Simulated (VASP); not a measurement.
Data:

```
Hf16Cl
1.0
    6.38980     0.00000     0.00000
    3.19490     5.53373     0.00000
    0.00000     0.00000    21.53897
Hf Cl
16 1
Cartesian
  0.00000   1.84458   6.98832
  3.19490   1.84458   6.98832
  1.59745   4.61144   6.98832
  4.79235   4.61144   6.98832
  0.00000   0.00000   9.50909
  3.19490   0.00000   9.50909
  1.59745   2.76687   9.50909
  4.79235   2.76687   9.50909
  0.00000   1.84458  12.02988
  3.19490   1.84458  12.02988
  1.59745   4.61144  12.02988
  4.79235   4.61144  12.02988
  0.00000   0.00000  14.55065
  3.19490   0.00000  14.55065
  1.59745   2.76687  14.55065
  4.79235   2.76687  14.55065
  1.59745   0.92229  16.20988
```

Calculation: PBE GGA, VASP's PBE PAW potentials (set 64) (plane waves; VASP). Settings: PREC = Normal, EDIFF = 1E-5, 400 eV cut-off, 5×5×1 Γ-centred mesh, first-order Methfessel-Paxton smearing of 0.10 eV, potentials Hf Cl.

Q: The ions are relaxed. Which structure does the run end with?

A: 
```
Hf16Cl
1.0
    6.38980     0.00000     0.00000
    3.19490     5.53373     0.00000
    0.00000     0.00000    21.53897
Hf Cl
16 1
Cartesian
  6.39042   1.84422   7.10124
  3.19428   1.84422   7.10124
  7.98725   4.61144   7.07834
  4.79235   4.61215   7.10124
  9.58115   5.53168   9.42108
  6.39336   5.53168   9.42108
  7.98726   2.77098   9.42108
  4.79235   2.76687   9.42943
  6.41164   1.83197  12.12340
  3.17306   1.83197  12.12340
  7.98725   4.61144  12.03109
  4.79235   4.63666  12.12340
  9.49681   5.48298  14.45527
  6.47770   5.48298  14.45527
  7.98726   2.86836  14.45527
  4.79235   2.76687  14.40694
  1.59745   0.92229  16.27286
```

Q: How much energy does the relaxation gain?

A: The energy (σ→0) changes by -64.2 meV/atom, in 12 ionic steps.

The cell is a thin slab with vacuum, built from Hf (hcp): (001) face, Cl adsorbed.
